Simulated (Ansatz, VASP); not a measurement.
# Cross-check of PdRh (Pd-Rh-Rh-Pd stack, (111) layers) between VASP and Ansatz, part 2 of 3

Aim: how closely do two programs agree when they are given the same cell, functional and k mesh? The cell is taken from a series of runs on this material, whose earlier steps may have relaxed, scaled, displaced or heated it; both programs get it as it stands.

VASP 6.6.1 and Ansatz 0.2.0.

So far: The structure; VASP: zone-centre phonons, PBEsol.

### Step 2. VASP: zone-centre phonons, PBEsol (continued)

Level of this step: PBEsol; plane waves and PAW (Pd, Rh_pv) (VASP).

OUTCAR, selected parts (step 2):

```text
ion  position               nearest neighbor table
   1  0.000  0.000  0.149-   3 2.73   3 2.73   3 2.73
   2  0.000  0.000  0.327-   4 2.73   4 2.73   4 2.73
   3  0.333  0.667  0.209-   4 2.60   4 2.60   4 2.60   1 2.73   1 2.73   1 2.73
   4  0.667  0.333  0.266-   3 2.60   3 2.60   3 2.60   2 2.73   2 2.73   2 2.73

  LATTYP: Found a hexagonal cell.
 ALAT       =     2.6755803099
 C/A-ratio  =    13.8151651778

 Subroutine GETGRP returns: Found 12 space group operations
 (whereof  6 operations were pure point group operations)

The static configuration has the point symmetry C_3v.
 The point group associated with its full space group is D_3d.

 Found     10 irreducible k-points:

   k-points           NKPTS =     10   k-points in BZ     NKDIM =     10   number of bands    NBANDS=     31

   dimension x,y,z NGX =    20 NGY =   20 NGZ =  270
   dimension x,y,z NGXF=    40 NGYF=   40 NGZF=  540

   ENCUT  =  500.0 eV  36.75 Ry    6.06 a.u.   4.88  4.88 67.39*2*pi/ulx,y,z

   NELECT =      50.0000    total number of electrons

 k-points in reciprocal lattice and weights: Automatic mesh
   0.00000000  0.00000000  0.00000000       0.016
   0.12500000  0.00000000  0.00000000       0.094
   0.25000000  0.00000000  0.00000000       0.094
   0.37500000  0.00000000  0.00000000       0.094
   0.50000000  0.00000000  0.00000000       0.047
   0.12500000  0.12500000  0.00000000       0.094
   0.25000000  0.12500000  0.00000000       0.188
   0.37500000  0.12500000  0.00000000       0.188
   0.25000000  0.25000000  0.00000000       0.094
   0.37500000  0.25000000  0.00000000       0.094

 average (electrostatic) potential at core
       1 -81.3738       2 -81.3738       3 -83.7630       4 -83.7631

  Total       -0.0203765     -0.0203765     -0.2628689      0.0000000      0.0000000     -0.0000000
  in kB       -0.1424622     -0.1424622     -1.8378460      0.0000000      0.0000000     -0.0000000
  external PRESSURE =      -0.7075902 kB  Pullay stress =       0.0000000 kB

  energy-cutoff  :      500.00
  volume of cell :      229.16
      direct lattice vectors                 reciprocal lattice vectors
     2.675580310 -0.000002875  0.000000000     0.373750927  0.215784663  0.000000000
    -1.337787666  2.317121956  0.000000000     0.000000464  0.431570129  0.000000000
     0.000000000  0.000000000 36.963583928     0.000000000  0.000000000  0.027053654

 POSITION                                       TOTAL-FORCE (eV/Angst)
 -----------------------------------------------------------------------------------
      0.00000      0.00000      5.49584        -0.000000      0.000000      0.000211
      0.00000      0.00000     12.08595        -0.000000     -0.000000     -0.000211
      0.00000      1.54475      7.74229         0.000000     -0.000000      0.114271
      1.33779      0.77237      9.83950        -0.000000      0.000000     -0.114271
 -----------------------------------------------------------------------------------
    total drift:                                0.000000     -0.000000     -0.000235

 Eigenvectors and eigenvalues of the dynamical matrix
 ----------------------------------------------------

   1 f  =    7.305962 THz    45.904713 2PiTHz  243.700660 cm-1    30.215017 meV
             X         Y         Z           dx          dy          dz
      0.000000  0.000000  5.495836     0.000000    0.000000    0.232326
      0.000000  0.000000 12.085954    -0.000000   -0.000000   -0.232326
      0.000002  1.544747  7.742289    -0.000000   -0.000000   -0.667851
      1.337791  0.772372  9.839501     0.000000    0.000000    0.667851

   2 f  =    5.375996 THz    33.778378 2PiTHz  179.323917 cm-1    22.233322 meV
             X         Y         Z           dx          dy          dz
      0.000000  0.000000  5.495836     0.000000    0.000000    0.494912
      0.000000  0.000000 12.085954    -0.000000   -0.000000    0.494912
      0.000002  1.544747  7.742289    -0.000000   -0.000000   -0.505037
      1.337791  0.772372  9.839501     0.000000    0.000000   -0.505037

   3 f  =    4.541948 THz    28.537904 2PiTHz  151.503094 cm-1    18.783981 meV
             X         Y         Z           dx          dy          dz
      0.000000  0.000000  5.495836    -0.080967    0.106628   -0.000000
      0.000000  0.000000 12.085954     0.080967   -0.106628   -0.000000
      0.000002  1.544747  7.742289     0.419888   -0.552964    0.000000
      1.337791  0.772372  9.839501    -0.419888    0.552964   -0.000000

   4 f  =    4.541948 THz    28.537904 2PiTHz  151.503094 cm-1    18.783981 meV
             X         Y         Z           dx          dy          dz
      0.000000  0.000000  5.495836     0.106628    0.080967   -0.000000
      0.000000  0.000000 12.085954    -0.106628   -0.080967   -0.000000
      0.000002  1.544747  7.742289    -0.552964   -0.419888    0.000000
      1.337791  0.772372  9.839501     0.552964    0.419888    0.000000

   5 f  =    3.301882 THz    20.746336 2PiTHz  110.138928 cm-1    13.655481 meV
             X         Y         Z           dx          dy          dz
      0.000000  0.000000  5.495836     0.000000   -0.000000   -0.667851
      0.000000  0.000000 12.085954    -0.000000    0.000000    0.667851
      0.000002  1.544747  7.742289    -0.000000    0.000000   -0.232326
      1.337791  0.772372  9.839501    -0.000000    0.000000    0.232326

   6 f  =    2.254335 THz    14.164406 2PiTHz   75.196528 cm-1     9.323177 meV
             X         Y         Z           dx          dy          dz
      0.000000  0.000000  5.495836     0.301896   -0.397601   -0.000000
      0.000000  0.000000 12.085954     0.301896   -0.397601   -0.000000
      0.000002  1.544747  7.742289    -0.302830    0.398831   -0.000000
      1.337791  0.772372  9.839501    -0.302830    0.398831   -0.000000

   7 f  =    2.254335 THz    14.164406 2PiTHz   75.196528 cm-1     9.323177 meV
             X         Y         Z           dx          dy          dz
      0.000000  0.000000  5.495836     0.397601    0.301896    0.000000
      0.000000  0.000000 12.085954     0.397601    0.301896    0.000000
      0.000002  1.544747  7.742289    -0.398831   -0.302830   -0.000000
      1.337791  0.772372  9.839501    -0.398831   -0.302830    0.000000

   8 f  =    1.458910 THz     9.166601 2PiTHz   48.663992 cm-1     6.033563 meV
             X         Y         Z           dx          dy          dz
      0.000000  0.000000  5.495836    -0.419881    0.552969    0.000000
      0.000000  0.000000 12.085954     0.419881   -0.552969    0.000000
      0.000002  1.544747  7.742289    -0.080965    0.106629    0.000000
      1.337791  0.772372  9.839501     0.080965   -0.106629    0.000000

   9 f  =    1.458910 THz     9.166601 2PiTHz   48.663992 cm-1     6.033563 meV
             X         Y         Z           dx          dy          dz
      0.000000  0.000000  5.495836     0.552969    0.419881    0.000000
      0.000000  0.000000 12.085954    -0.552969   -0.419881    0.000000
      0.000002  1.544747  7.742289     0.106629    0.080965    0.000000
      1.337791  0.772372  9.839501    -0.106629   -0.080965    0.000000

  10 f/i=    0.009307 THz     0.058479 2PiTHz    0.310454 cm-1     0.038491 meV
             X         Y         Z           dx          dy          dz
      0.000000  0.000000  5.495836     0.000000   -0.000000    0.505037
      0.000000  0.000000 12.085954     0.000000   -0.000000    0.505037
      0.000002  1.544747  7.742289     0.000000   -0.000000    0.494912
      1.337791  0.772372  9.839501     0.000000   -0.000000    0.494912

  11 f/i=    0.015441 THz     0.097016 2PiTHz    0.515042 cm-1     0.063857 meV
             X         Y         Z           dx          dy          dz
      0.000000  0.000000  5.495836    -0.449305   -0.221127   -0.000000
      0.000000  0.000000 12.085954    -0.449305   -0.221127   -0.000000
      0.000002  1.544747  7.742289    -0.447919   -0.220445   -0.000000
      1.337791  0.772372  9.839501    -0.447919   -0.220445   -0.000000

  12 f/i=    0.015441 THz     0.097016 2PiTHz    0.515042 cm-1     0.063857 meV
             X         Y         Z           dx          dy          dz
      0.000000  0.000000  5.495836    -0.221127    0.449305    0.000000
      0.000000  0.000000 12.085954    -0.221127    0.449305    0.000000
      0.000002  1.544747  7.742289    -0.220445    0.447919    0.000000
      1.337791  0.772372  9.839501    -0.220445    0.447919    0.000000

 ELASTIC MODULI CONTR FROM IONIC RELAXATION (kBar)
 Direction    XX          YY          ZZ          XY          YZ          ZX
 --------------------------------------------------------------------------------
 XX        -158.2741   -114.9923   -321.1428      0.0000     52.8888      0.0001
 YY        -114.9923   -158.2741   -321.1428      0.0000    -52.8888     -0.0001
 ZZ        -321.1428   -321.1428   -794.6465      0.0000     -0.0000     -0.0000
 XY           0.0000      0.0000      0.0000    -21.6409     -0.0002     32.8316
 YZ          52.8888    -52.8888     -0.0000     -0.0002   -130.9445      0.0000
 ZX           0.0001     -0.0001     -0.0000     32.8316      0.0000    -79.7821
 --------------------------------------------------------------------------------
```

(Part 2 of 3 ends here.)

[Lines on the potential files, build, host, timing and source positions are cut from VASP's logs without a mark.]

[Logs are printed without paths, hosts, clocks, repeated set-up lines and the standing remarks that a program may print on its own settings, such as how far it seeks lower states.]

[Hosts, paths, dates, database ids (printed as entryN), source tags and the programs' standing remarks are cut or masked in the printed files.]
